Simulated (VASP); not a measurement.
Calculation: PBEsol GGA, VASP's PBE PAW potentials (set 64) (plane waves; VASP).

VASP input:

INCAR:
```
LWAVE = .FALSE.
IBRION = 2
LASPH = .TRUE.   # aspherical one-centre terms
NELM = 100   # most electronic steps
GGA = PS   # PBEsol
NSW = 60   # most ionic steps
PREC = Accurate
ALGO = Normal   # blocked Davidson
ISMEAR = 1   # Methfessel-Paxton
EDIFF = 1E-6   # SCF stop (eV)
ISIF = 3   # ions, shape and volume
LREAL = .FALSE.   # projection in real space or not
LMAXMIX = 6
SIGMA = 0.1
LCHARG = .FALSE.
ENCUT = 520
SYSTEM = LaB6
EDIFFG = -0.02
```

KPOINTS:
```
Automatic mesh
0
Gamma
7 7 7
0 0 0
```

File POSCAR:
```
LaB6
1
    4.1305257375     0.0000000000    -0.0000000000
    0.0000000000     4.1305257375     0.0000000000
    0.0000000000     0.0000000000     4.1305257375
La B
1 6
Direct
  0.0000000000   0.0000000000   0.0000000000
  0.8004112431   0.5000000000   0.5000000000
  0.5000000000   0.1995887569   0.5000000000
  0.5000000000   0.8004112431   0.5000000000
  0.1995887569   0.5000000000   0.5000000000
  0.5000000000   0.5000000000   0.8004112431
  0.5000000000   0.5000000000   0.1995887569
```

POTCAR, in this order: La B (PBE.64 set). Program: vasp_std.

What VASP printed:

### OUTCAR
```
 ion  position               nearest neighbor table
   1  0.000  0.000  0.000-
   2  0.800  0.500  0.500-   5 1.65   4 1.75   3 1.75   6 1.75   7 1.75
   3  0.500  0.200  0.500-   4 1.65   2 1.75   5 1.75   6 1.75   7 1.75
   4  0.500  0.800  0.500-   3 1.65   2 1.75   5 1.75   6 1.75   7 1.75
   5  0.200  0.500  0.500-   2 1.65   3 1.75   4 1.75   6 1.75   7 1.75
   6  0.500  0.500  0.800-   7 1.65   3 1.75   4 1.75   5 1.75   2 1.75
   7  0.500  0.500  0.200-   6 1.65   3 1.75   4 1.75   5 1.75   2 1.75
  LATTYP: Found a simple cubic cell.
 ALAT       =     4.1305257375
 Subroutine PRICEL returns:
 Original cell was already a primitive cell.
 Subroutine GETGRP returns: Found 48 space group operations
The static configuration has the point symmetry O_h .
The dynamic configuration has the point symmetry O_h .
 Subroutine INISYM returns: Found 48 space group operations
 Subroutine IBZKPT returns following result:
 Found     20 irreducible k-points:

 Following reciprocal coordinates:
            Coordinates               Weight
  0.000000  0.000000  0.000000      1.000000
  0.142857  0.000000  0.000000      6.000000
  0.285714  0.000000  0.000000      6.000000
  0.428571  0.000000  0.000000      6.000000
...
```

OSZICAR:
```
       N       E                     dE             d eps       ncg     rms          rms(c)
DAV:   1     0.231319135435E+03    0.23132E+03   -0.11277E+04   728   0.206E+03
DAV:   2    -0.905897264593E+01   -0.24038E+03   -0.23042E+03   952   0.328E+02
DAV:   3    -0.535125235109E+02   -0.44454E+02   -0.38629E+02  1090   0.178E+02
DAV:   4    -0.557669683797E+02   -0.22544E+01   -0.22470E+01  1256   0.400E+01
DAV:   5    -0.558650999653E+02   -0.98132E-01   -0.97582E-01  1142   0.657E+00    0.916E+00
DAV:   6    -0.518374772247E+02    0.40276E+01   -0.10933E+01  1088   0.208E+01    0.461E+00
DAV:   7    -0.515456719194E+02    0.29181E+00   -0.40097E+00  1264   0.123E+01    0.191E+00
DAV:   8    -0.516249476824E+02   -0.79276E-01   -0.20412E+00  1220   0.145E+01    0.130E+00
DAV:   9    -0.515230136129E+02    0.10193E+00   -0.27381E-01  1210   0.470E+00    0.651E-01
DAV:  10    -0.515052565808E+02    0.17757E-01   -0.18319E-01  1222   0.387E+00    0.115E-01
DAV:  11    -0.515062340007E+02   -0.97742E-03   -0.69103E-03  1072   0.585E-01    0.111E-01
DAV:  12    -0.515058385146E+02    0.39549E-03   -0.14576E-03  1244   0.389E-01    0.491E-02
DAV:  13    -0.515057029673E+02    0.13555E-03   -0.86950E-04  1262   0.254E-01    0.866E-03
DAV:  14    -0.515057090218E+02   -0.60544E-05   -0.34393E-05  1144   0.450E-02    0.578E-03
DAV:  15    -0.515057083169E+02    0.70489E-06   -0.14470E-05  1334   0.352E-02    0.295E-03
DAV:  16    -0.515057084856E+02   -0.16870E-06   -0.65912E-07   632   0.745E-03
   1 F= -.51505708E+02 E0= -.51504327E+02  d E =-.515057E+02
       N       E                     dE             d eps       ncg     rms          rms(c)
DAV:   1    -0.515055451721E+02    0.16314E-03   -0.31152E-02   806   0.124E+00    0.721E-02
DAV:   2    -0.515055108826E+02    0.34290E-04   -0.16489E-03  1110   0.423E-01    0.385E-02
DAV:   3    -0.515054585160E+02    0.52367E-04   -0.46915E-04  1150   0.172E-01    0.102E-02
DAV:   4    -0.515054536965E+02    0.48195E-05   -0.95895E-05  1196   0.943E-02    0.747E-03
DAV:   5    -0.515054520489E+02    0.16476E-05   -0.83564E-06  1128   0.246E-02    0.133E-03
DAV:   6    -0.515054519434E+02    0.10546E-06   -0.50216E-07   492   0.746E-03
   2 F= -.51505452E+02 E0= -.51504126E+02  d E =0.256542E-03
       N       E                     dE             d eps       ncg     rms          rms(c)
DAV:   1    -0.515058155096E+02   -0.36346E-03   -0.14739E-02   804   0.855E-01    0.495E-02
DAV:   2    -0.515058002383E+02    0.15271E-04   -0.78251E-04  1110   0.292E-01    0.265E-02
DAV:   3    -0.515057759616E+02    0.24277E-04   -0.22953E-04  1158   0.121E-01    0.707E-03
DAV:   4    -0.515057737366E+02    0.22250E-05   -0.46925E-05  1196   0.658E-02    0.509E-03
DAV:   5    -0.515057733255E+02    0.41114E-06   -0.36648E-06   948   0.170E-02
   3 F= -.51505773E+02 E0= -.51504410E+02  d E =-.648399E-04
```

File OUTCAR:
```
------------------------ aborting loop because EDIFF is reached ----------------------------------------
  FORCE on cell =-STRESS in cart. coord.  units (eV):
  Direction    XX          YY          ZZ          XY          YZ          ZX
  --------------------------------------------------------------------------------------
  Total        0.0083986      0.0083986      0.0083986      0.0000000     -0.0000000      0.0000000
  in kB        0.1908899      0.1908899      0.1908899      0.0000000     -0.0000000      0.0000000
  external PRESSURE =       0.1908899 kB  Pullay stress =       0.0000000 kB
  volume of cell :       70.49
      direct lattice vectors                 reciprocal lattice vectors
     4.130902561  0.000000000  0.000000000     0.242077847  0.000000000 -0.000000000
    -0.000000000  4.130902561  0.000000000    -0.000000000  0.242077847  0.000000000
     0.000000000 -0.000000000  4.130902561    -0.000000000 -0.000000000  0.242077847
 POSITION                                       TOTAL-FORCE (eV/Angst)
 -----------------------------------------------------------------------------------
      4.13090      0.00000      0.00000         0.000000     -0.000000      0.000000
      3.30697      2.06545      2.06545        -0.000831     -0.000000     -0.000000
      2.06545      0.82393      2.06545        -0.000000      0.000831      0.000000
      2.06545      3.30697      2.06545         0.000000     -0.000831     -0.000000
      0.82393      2.06545      2.06545         0.000831     -0.000000      0.000000
      2.06545      2.06545      3.30697        -0.000000     -0.000000     -0.000831
      2.06545      2.06545      0.82393         0.000000     -0.000000      0.000831
 -----------------------------------------------------------------------------------
    total drift:                                0.000000     -0.000000     -0.000000
  FREE ENERGIE OF THE ION-ELECTRON SYSTEM (eV)
  ---------------------------------------------------
  free  energy   TOTEN  =       -51.5057733255 eV

  energy  without entropy=      -51.5016825652  energy(sigma->0) =      -51.50440974

 reached required accuracy - stopping structural energy minimisation
```
(Selected blocks of OUTCAR.)

**CONTCAR**
```
LaB6
   1.00000000000000
     4.1309025609642402    0.0000000000000000    0.0000000000000000
    -0.0000000000000000    4.1309025609642402    0.0000000000000000
     0.0000000000000000   -0.0000000000000000    4.1309025609642402
  La              B
     1     6
Direct
     1.0000000000000000    0.0000000000000000    0.0000000000000000
     0.8005442490828976    0.5000000000000000    0.5000000000000000
     0.5000000000000000    0.1994557509171025    0.5000000000000000
     0.5000000000000000    0.8005442490828976    0.5000000000000000
     0.1994557509171025    0.5000000000000000    0.5000000000000000
     0.5000000000000000    0.5000000000000000    0.8005442490828976
     0.5000000000000000    0.5000000000000000    0.1994557509171025
```

The compound is LaB6 in the cab6 structure. This run relaxes it. Symmetry was kept, so distortions that lower it aren't found. The start is the result of an earlier pass. The electron count is odd and the run is not spin-polarised, which forces a metal.
